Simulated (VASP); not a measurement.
Given:

```xyz
4
Lattice="3.5234 0.0000 0.0000 0.0000 3.5234 0.0000 0.0000 0.0000 3.5234" Properties=species:S:1:pos:R:3 pbc="T T T"
Al     0.0000     0.0000     0.0000
Ni     0.0000     1.7617     1.7617
Ni     1.7617     0.0000     1.7617
Ni     1.7617     1.7617     0.0000
```
Starting moments (μB, in the order of the record's atoms Al Ni Ni Ni): 0.0 0.3 0.3 0.3.

Calculation: r2SCAN meta-GGA, VASP's PBE PAW potentials (set 64) (plane waves; VASP). Run with 400 eV cut-off, 10×10×10 Γ-centred mesh, tetrahedra with Blöchl corrections, potentials Al Ni.

The cores are frozen, which limits the accuracy of field gradients.

**Question.** Give the principal components of the electric field gradient (V/Å²) and the asymmetry η at each nucleus.

**Answer.** 
| atom | Vxx | Vyy | Vzz | η |
|---|---|---|---|---|
| Al1 | 0.0 | 0.0 | 0.0 | - |
| Ni2 | 1.7 | 1.7 | -3.4 | 0.00 |
| Ni3 | 1.7 | 1.7 | -3.4 | 0.00 |
| Ni4 | 1.7 | 1.7 | -3.4 | 0.00 |

The compound is Ni3Al in the L1_2 structure. It was relaxed first.
